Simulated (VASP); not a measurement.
Wanted: the native input for a VASP 6.6.1 run.

```
Task                   : single point
Functional             : PBE
Potentials or basis    : VASP PAW PBE potentials, release 64 (B, As)
Cutoff                 : 520 eV
k mesh                 : 10 × 10 × 10
Occupations            : gaussian, width 0.02 eV
Spin                   : no spin polarisation
Dipole correction      : no
Further INCAR settings : ALGO = Normal; EDIFF = 1e-06; NBANDS = 11
```

The structure of BAs (base) lies in POSCAR:

```
BAs
1.0
    0.0000000000      2.4045499386      2.4045499386
    2.4045499386      0.0000000000      2.4045499386
    2.4045499386      2.4045499386      0.0000000000
B As
1 1
Direct
    0.0000000000      0.0000000000      0.0000000000
    0.2500000000      0.2500000000      0.2500000000
```

One way to write it, as run:

INCAR

```
SYSTEM = BAs
ALGO = Normal ; EDIFF = 1E-6
ENCUT = 520 ; GGA = PE
ISIF = 2 ; ISMEAR = 0
LASPH = .TRUE. ; LCHARG = .FALSE.
LREAL = .FALSE. ; LWAVE = .FALSE.
NBANDS = 11 ; NELM = 100
PREC = Accurate ; SIGMA = 0.02
```

KPOINTS

```
k-points
0
G
  10 10 10
  0 0 0
```

Potentials or basis: VASP PAW PBE potentials, release 64 (B, As).

Launch:

```bash
$ cat potpaw_PBE.64/B/POTCAR potpaw_PBE.64/As/POTCAR > POTCAR
$ mpirun -np 1 vasp_std > vasp.out
```

Results of the run:

```json
{"Pressure": "0.6 GPa", "Band gap on the k mesh": "1.20 eV, indirect (least direct gap 3.25 eV)"}
```

It took 9.6 s on 1 thread of AMD EPYC 9R45 (Zen 5), with other jobs on the host, peak memory 0.13 GiB.
